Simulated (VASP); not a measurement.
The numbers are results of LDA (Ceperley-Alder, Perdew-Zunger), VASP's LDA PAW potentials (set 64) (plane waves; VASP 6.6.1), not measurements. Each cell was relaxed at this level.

Question: Which of these has an unstable (imaginary) mode at Γ?
A) InGaN2, P3m1 (156)
B) Ag3SI, Pm-3m (221)
C) CsSnBr3, Pm-3m (221)
D) BP, F-43m (216)

Answer: B, Ag3SI, Pm-3m (221). Its optical Γ-point modes are 83i (×3), 57i (×3), 29 (×3), 327 (×3) cm⁻¹.
